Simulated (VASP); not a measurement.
Data:

```xyz
5
Lattice="3.9538 0.0000 0.0000 0.0000 3.9538 0.0000 0.0000 0.0000 3.9538" Properties=species:S:1:pos:R:3 pbc="T T T"
Sr     0.0000     0.0000     0.0000
Ti     1.9769     1.9769     1.9769
O      1.9769     0.0000     1.9769
O      0.0000     1.9769     1.9769
O      1.9769     1.9769     0.0000
```

These are optB86b-vdW, VASP's PBE PAW potentials (set 64) (plane waves; VASP) values and carry that method's errors. Numerical set-up: 520 eV cut-off, 6×6×6 Γ-centred mesh, Gaussian smearing of 0.050 eV, potentials Sr_sv Ti_sv O.

**Question.** What does the run give for the energy per atom (σ→0), pressure, band gap (on the k-mesh) with the smallest direct gap where there is one?

**Answer.** 
- band gap (on the k-mesh) = 1.78 eV
- smallest direct gap (on the k-mesh) = 2.15 eV
- energy per atom (σ→0) = -6.203 eV/atom
- pressure = -5.00 GPa

The compound is SrTiO3 in the cubic perovskite structure, the ideal cubic form; the compound distorts at low or room temperature. This cell is one point of a volume scan, at 1.03 of the reference volume.
